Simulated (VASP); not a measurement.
**CdZn3S4 (ordered alloy cell): computed properties**

Computed with PBEsol GGA, VASP's PBE PAW potentials (set 64) (plane waves; VASP).

For CdZn$_{3}$S$_{4}$, the space group is P-43m (215), the cell is a = 5.471 Å, b = 5.471 Å, c = 5.471 Å, α = 90.00°, β = 90.00°, γ = 90.00° and the volume per atom is 20.47 Å³/atom. The band gap (over mesh and band path) is 1.73 eV, the smallest direct gap (over mesh and band path) is 1.73 eV and the band-edge character comes out as direct, Γ to Γ. The density is 4.43 g/cm³.

```yaml
crystal:
  lattice:
    - [5.47071, 0.00000, 0.00000]
    - [0.00000, 5.47071, 0.00000]
    - [0.00000, 0.00000, 5.47071]
  atoms:
    - { symbol: Zn, position: [0.00000, 0.00000, 0.00000] }
    - { symbol: Zn, position: [0.50000, 0.50000, 0.00000] }
    - { symbol: Zn, position: [0.50000, 0.00000, 0.50000] }
    - { symbol: S, position: [0.26267, 0.23733, 0.23733] }
    - { symbol: S, position: [0.73733, 0.76267, 0.23733] }
    - { symbol: S, position: [0.73733, 0.23733, 0.76267] }
    - { symbol: S, position: [0.26267, 0.76267, 0.76267] }
    - { symbol: Cd, position: [0.00000, 0.50000, 0.50000] }
```

The structure was generated: CdZn3S4 was put into an ordered model structure (P-43m), which need not be its known phase. It was relaxed first. Symmetry was kept, so distortions that lower it aren't found.
